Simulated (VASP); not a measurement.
# Rb3Ba: energy against volume and a worked fit

```cif
data_structure
_symmetry_space_group_name_H-M 'Fm-3m'
_symmetry_Int_Tables_number 225
_cell_length_a 11.0289
_cell_length_b 11.0289
_cell_length_c 11.0289
_cell_angle_alpha 90.000
_cell_angle_beta 90.000
_cell_angle_gamma 90.000
_cell_volume 1341.50
loop_
_atom_site_label
_atom_site_type_symbol
_atom_site_symmetry_multiplicity
_atom_site_Wyckoff_symbol
_atom_site_fract_x
_atom_site_fract_y
_atom_site_fract_z
_atom_site_occupancy
Ba1 Ba 4 a 0.00000 0.00000 0.00000 1
Rb1 Rb 4 b 0.50000 0.00000 0.00000 1
Rb2 Rb 8 c 0.25000 0.25000 0.75000 1
```

The cell comes from a database or a generator and needn't be the stable form of this composition.

The cell was scaled at fixed shape and fractions and run with VASP, PBE PAW files Ba_sv, Rb_sv, 520 eV; PBE, k mesh 4 × 4 × 4 on the cell of 4 atoms, fermi-dirac occupations of 0.05 eV, no spin polarisation, no spin-orbit coupling. Energies are those that the program minimises, any entropy of the smearing included. For a metal such a mesh isn't converged to the digits shown.

| V (Å³/atom) | energy over the lowest row (meV/atom) |
| --- | --- |
| 78.8133 | 4.638 |
| 80.4902 | 2.158 |
| 82.1671 | ? |
| 83.8440 | 0.000 |
| 85.5209 | 0.163 |
| 87.1977 | 1.062 |
| 88.8746 | 2.636 |

**Question.** Fit the third-order Birch-Murnaghan form, give V0, B0 and B′, and predict the energy left open.

**Answer.** With y = (V0/V)^(2/3), E = E0 + (9 V0 B0/16) [(y - 1)³ B′ + (y - 1)² (6 - 4y)]. Least squares through the rows shown give V0 = 84.3226 Å³/atom, E0 = -0.033 meV, B0 = 3.763 GPa (1 eV/Å³ = 160.218 GPa) and B′ = 3.45, with a largest miss of 0.001 meV. At V = 82.1671 the form with these constants gives 0.639 meV; the run gave 0.638 meV an atom.
